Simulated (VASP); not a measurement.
These are LDA (Ceperley-Alder, Perdew-Zunger), VASP's LDA PAW potentials (set 64) (plane waves; VASP) values and carry that method's errors.

Input for VASP

**KPOINTS**
```
Automatic mesh
0
Gamma
4 4 5
0 0 0
```

**POSCAR**
```
Ti3Pb
1
    5.9829680000     0.0000000000     0.0000000000
   -2.9914840000     5.1814030000     0.0000000000
    0.0000000000     0.0000000000     4.8283970000
Ti Pb
6 2
Direct
  0.1616250000   0.3232500000   0.2500000000
  0.8383750000   0.6767500000   0.7500000000
  0.8383750000   0.1616250000   0.7500000000
  0.1616250000   0.8383750000   0.2500000000
  0.6767500000   0.8383750000   0.2500000000
  0.3232500000   0.1616250000   0.7500000000
  0.3333330000   0.6666670000   0.7500000000
  0.6666670000   0.3333330000   0.2500000000
```

### INCAR
```
SYSTEM = Ti3Pb
PREC = Accurate; ENCUT = 300; LREAL = .FALSE.
LASPH = .TRUE.
EDIFF = 1E-6; NELM = 100; ALGO = Normal
LMAXMIX = 4
ISMEAR = 0; SIGMA = 0.136
ISIF = 2
LWAVE = .FALSE.; LCHARG = .FALSE.
```

POTCAR, in this order: Ti_sv Pb_d (LDA.64 set). Program: vasp_std.

The run wrote:

**OSZICAR**
```
       N       E                     dE             d eps       ncg     rms          rms(c)
DAV:   1     0.117375114329E+04    0.11738E+04   -0.37010E+04  1448   0.152E+03
DAV:   2     0.959694820314E+02   -0.10778E+04   -0.10566E+04  1440   0.525E+02
DAV:   3    -0.458305033184E+02   -0.14180E+03   -0.13775E+03  2084   0.190E+02
DAV:   4    -0.658059216082E+02   -0.19975E+02   -0.19710E+02  2104   0.598E+01
DAV:   5    -0.675440083288E+02   -0.17381E+01   -0.17328E+01  2368   0.160E+01    0.195E+01
DAV:   6    -0.608021664218E+02    0.67418E+01   -0.33378E+01  1872   0.315E+01    0.423E+00
DAV:   7    -0.606942474826E+02    0.10792E+00   -0.26391E+00  1968   0.755E+00    0.318E+00
DAV:   8    -0.606545934953E+02    0.39654E-01   -0.27731E-01  2072   0.336E+00    0.128E+00
DAV:   9    -0.606506965089E+02    0.38970E-02   -0.46167E-02  1944   0.974E-01    0.296E-01
DAV:  10    -0.606505377237E+02    0.15879E-03   -0.11037E-02  2008   0.616E-01    0.361E-02
DAV:  11    -0.606505305611E+02    0.71625E-05   -0.79393E-04  2016   0.166E-01    0.190E-02
DAV:  12    -0.606505284137E+02    0.21474E-05   -0.92635E-05  2296   0.374E-02    0.116E-02
DAV:  13    -0.606505288504E+02   -0.43668E-06   -0.66462E-06  1472   0.126E-02
   1 F= -.60650529E+02 E0= -.60609491E+02  d E =-.820747E-01
```

File OUTCAR:
```
------------------------ aborting loop because EDIFF is reached ----------------------------------------
  FORCE on cell =-STRESS in cart. coord.  units (eV):
  Direction    XX          YY          ZZ          XY          YZ          ZX
  --------------------------------------------------------------------------------------
  Total       -7.8610231     -7.8610252     -8.3015331      0.0000000      0.0000000      0.0000000
  in kB      -84.1438984    -84.1439218    -88.8590900      0.0000000      0.0000000      0.0000000
  external PRESSURE =     -85.7156367 kB  Pullay stress =       0.0000000 kB
  volume of cell :      149.68
      direct lattice vectors                 reciprocal lattice vectors
     5.982968000  0.000000000  0.000000000     0.167141125  0.096498960  0.000000000
    -2.991484000  5.181403000  0.000000000     0.000000000  0.192997920  0.000000000
     0.000000000  0.000000000  4.828397000     0.000000000  0.000000000  0.207108073
 POSITION                                       TOTAL-FORCE (eV/Angst)
 -----------------------------------------------------------------------------------
      0.00000      1.67489      1.20710        -0.000000     -0.098357      0.000000
      2.99148      3.50651      3.62130        -0.000000      0.098357      0.000000
      4.53247      0.83744      3.62130         0.085179     -0.049178      0.000000
     -1.54099      4.34396      1.20710        -0.085179      0.049178      0.000000
      1.54099      4.34396      1.20710         0.085179      0.049178      0.000000
      1.45050      0.83744      3.62130        -0.085179     -0.049178      0.000000
     -0.00000      3.45427      3.62130        -0.000000      0.000000      0.000000
      2.99149      1.72713      1.20710        -0.000000     -0.000000      0.000000
 -----------------------------------------------------------------------------------
    total drift:                                0.003027     -0.001748      0.004196
  FREE ENERGIE OF THE ION-ELECTRON SYSTEM (eV)
  ---------------------------------------------------
  free  energy   TOTEN  =       -60.6505288504 eV

  energy  without entropy=      -60.5684541102  energy(sigma->0) =      -60.60949148
```
(Selected blocks of OUTCAR.)

At this cut-off the stress carries a Pulay error, which pulls relaxed volumes low.

The structure comes from a computed database's Ti3Pb entry (P6_3/mmc); how it stands against other phases isn't given here. The cell was not relaxed at this level. The k-mesh is coarse (spacing up to 0.30 per Å, 2π included), so the numbers may not be converged in it. The run is one of a series of settings (GGA removed, POTCAR Ti_sv Pb_d (LDA.64 set) against the base run), some of them coarse on purpose.
